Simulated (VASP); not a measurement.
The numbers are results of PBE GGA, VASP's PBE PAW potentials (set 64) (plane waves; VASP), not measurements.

VASP input:

File POSCAR:
```
Ir
1
    0.0000000000     1.9115608577     1.9115608577
    1.9115608577     0.0000000000     1.9115608577
    1.9115608577     1.9115608577     0.0000000000
Ir
1
Direct
  0.0000000000   0.0000000000   0.0000000000
```

**INCAR**
```
IBRION = 2   # conjugate gradients
ISMEAR = 1
ISIF = 3   # ions, shape and volume
NSW = 40   # most ionic steps
EDIFFG = -0.01   # ionic stop
ALGO = Normal
LWAVE = .False.
PREC = Accurate
ENCUT = 480   # plane-wave cut-off (eV)
PSTRESS = 150   # kbar
GGA = PE   # PBE
LREAL = .False.
NELM = 100   # most electronic steps
SIGMA = 0.1   # width (eV)
EDIFF = 1E-7
SYSTEM = Ir
LASPH = .True.   # aspherical one-centre terms
LCHARG = .False.
LMAXMIX = 6   # l cut-off of mixed one-centre charges
```

File KPOINTS:
```
kpoints
0
Gamma
 16 16 16
```

POTCAR, in this order: Ir (PBE.64 set). Program: vasp_std.

What VASP printed:

### OSZICAR
```
       N       E                     dE             d eps       ncg     rms          rms(c)
DAV:   1     0.417243092607E+02    0.41724E+02   -0.43170E+03  2384   0.959E+02
DAV:   2    -0.877736822655E+01   -0.50502E+02   -0.48972E+02  2328   0.203E+02
DAV:   3    -0.935607279766E+01   -0.57870E+00   -0.57818E+00  3456   0.296E+01
DAV:   4    -0.935919051479E+01   -0.31177E-02   -0.31176E-02  2888   0.153E+00
DAV:   5    -0.935920424673E+01   -0.13732E-04   -0.13733E-04  3456   0.705E-02    0.158E+01
DAV:   6    -0.891006788160E+01    0.44914E+00   -0.90333E-01  2736   0.134E+01    0.666E+00
DAV:   7    -0.882165344064E+01    0.88414E-01   -0.30585E-01  3040   0.726E+00    0.157E+00
DAV:   8    -0.881591960250E+01    0.57338E-02   -0.23748E-03  2600   0.783E-01    0.463E-01
DAV:   9    -0.881522946494E+01    0.69014E-03   -0.71456E-04  3136   0.442E-01    0.130E-02
DAV:  10    -0.881523631798E+01   -0.68530E-05   -0.43753E-06  3152   0.215E-02    0.391E-03
DAV:  11    -0.881523637398E+01   -0.55993E-07   -0.11427E-07  2712   0.421E-03
   1 F= -.75073348E+01 E0= -.75072286E+01  d E =-.750733E+01
```

File OUTCAR:
```
------------------------ aborting loop because EDIFF is reached ----------------------------------------
  FORCE on cell =-STRESS in cart. coord.  units (eV):
  Direction    XX          YY          ZZ          XY          YZ          ZX
  --------------------------------------------------------------------------------------
  Total        1.3121075      1.3121075      1.3121075     -0.0000000      0.0000000      0.0000000
  in kB      150.4823690    150.4823690    150.4823690     -0.0000000      0.0000000      0.0000000
  external PRESSURE =       0.4823690 kB  Pullay stress =     150.0000000 kB
  volume of cell :       13.97
      direct lattice vectors                 reciprocal lattice vectors
     0.000000000  1.911560858  1.911560858    -0.261566352  0.261566352  0.261566352
     1.911560858  0.000000000  1.911560858     0.261566352 -0.261566352  0.261566352
     1.911560858  1.911560858  0.000000000     0.261566352  0.261566352 -0.261566352
 POSITION                                       TOTAL-FORCE (eV/Angst)
 -----------------------------------------------------------------------------------
      0.00000      0.00000      0.00000        -0.000000     -0.000000     -0.000000
 -----------------------------------------------------------------------------------
    total drift:                               -0.000000     -0.000000     -0.000000
  FREE ENERGIE OF THE ION-ELECTRON SYSTEM (eV)
  ---------------------------------------------------
  free  energy   TOTEN  =        -8.8152363740 eV

  energy  without entropy=       -8.8149176227  energy(sigma->0) =       -8.81513012
  enthalpy is  TOTEN    =        -7.5073348088 eV   P V=        1.3079015652

 reached required accuracy - stopping structural energy minimisation
```
(Selected blocks of OUTCAR.)

**OUTCAR**
```
 val. band max:       10.6222077652   @ k =   0.3125   0.2500   0.0625

 cond. band min:      10.6261329247   @ k =   0.3750   0.0625   0.0000


 Fermi energy:        10.6253476797

 k-point     1 :       0.0000    0.0000    0.0000
  band No.  band energies     occupation
      1      -0.6297      2.00000
      2       6.6712      2.00000
      3       6.6712      2.00000
      4       6.6712      2.00000
      5       9.4165      2.00000
      6       9.4165      2.00000
      7      24.9240      0.00000
      8      30.5877      0.00000

 k-point     2 :       0.0625    0.0000    0.0000
  band No.  band energies     occupation
      1      -0.4536      2.00000
      2       6.5762      2.00000
      3       6.7480      2.00000
      4       6.7480      2.00000
      5       9.3664      2.00000
      6       9.3664      2.00000
      7      25.2307      0.00000
      8      29.6724      0.00000

 k-point     3 :       0.1250    0.0000    0.0000
  band No.  band energies     occupation
      1       0.0511      2.00000
      2       6.3439      2.00000
      3       6.9402      2.00000
      4       6.9402      2.00000
      5       9.2692      2.00000
      6       9.2692      2.00000
      7      26.0479      0.00000
      8      27.9911      0.00000

 k-point     4 :       0.1875    0.0000    0.0000
  band No.  band energies     occupation
      1       0.7992      2.00000
      2       6.1222      2.00000
      3       7.1185      2.00000
      4       7.1185      2.00000
      5       9.2858      2.00000
      6       9.2858      2.00000
      7      26.1469      0.00000
      8      27.1547      0.00000

 k-point     5 :       0.2500    0.0000    0.0000
  band No.  band energies     occupation
      1       1.6002      2.00000
      2       6.1535      2.00000
      3       7.1214      2.00000
      4       7.1214      2.00000
      5       9.5993      2.00000
      6       9.5993      2.00000
      7      24.4677      0.00000
...
```

Unless said otherwise, spin-orbit coupling is left out, though it shifts the bands of the heavy elements here.

The compound is Ir in the fcc structure. It was relaxed first under an external pressure of 15 GPa.
